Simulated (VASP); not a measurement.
**Os: equilibrium volume by level of theory**

It takes space group P6_3/mmc (No. 194, hexagonal). The conventional cell has a = 2.746 Å, b = 2.746 Å, c = 4.326 Å, α = 90.00°, β = 90.00°, γ = 120.00°. Os (site symmetry -6m2) has 12 Os at 2.68 to 2.75 Å as nearest neighbours.

```csv
rung,level,program and potentials,cutoff (eV),k mesh,smearing,equilibrium volume (Å³/atom),notes
LDA,LDA,"VASP, LDA PAW files Os, 600 eV",600,18 × 18 × 10,gaussian 0.1,13.74,-
GGA,PBE,"VASP, PBE PAW files Os, 600 eV",600,18 × 18 × 10,gaussian 0.1,(a),-
GGA + dispersion,PBE+D3(BJ),"VASP, PBE PAW files Os, 600 eV",600,18 × 18 × 10,gaussian 0.1,14.02,-
GGA,PBEsol,"VASP, PBE PAW files Os, 300 eV",300,18 × 18 × 10,gaussian 0.1,(b),potentials made for PBE
GGA,PBEsol,"VASP, PBE PAW files Os, 480 eV",480,18 × 18 × 10,gaussian 0.1,13.91,potentials made for PBE
GGA,PBEsol,"VASP, PBE PAW files Os, 580 eV",580,18 × 18 × 10,gaussian 0.1,13.91,potentials made for PBE
GGA,PBEsol,"VASP, PBE PAW files Os, 600 eV",600,18 × 18 × 10,gaussian 0.1,13.91,potentials made for PBE
GGA,PBEsol,"VASP, PBE PAW files Os, 600 eV",600,6 × 6 × 4,gaussian 0.1,13.94,coarse mesh; potentials made for PBE
GGA,RPBE,"VASP, PBE PAW files Os, 600 eV",600,18 × 18 × 10,gaussian 0.1,14.41,potentials made for PBE
```

Task: relaxation of cell and atoms. All rows: no spin polarisation. Smearing widths are in eV. For a metal such meshes aren't converged. Meshes differ between rows, which moves values too. Meshes are those of the run's cell of 2 atoms unless a note names another. Relaxations start from the cell shown or near it and stop with a little pressure left. Runs on faulty files, with rough fits or with known faults for this quantity aren't shown. No row holds spin-orbit coupling.

**Question.** Estimate the values left out from the other rows.

**Answer.** (a) 14.28 Å³/atom; (b) 13.86 Å³/atom.
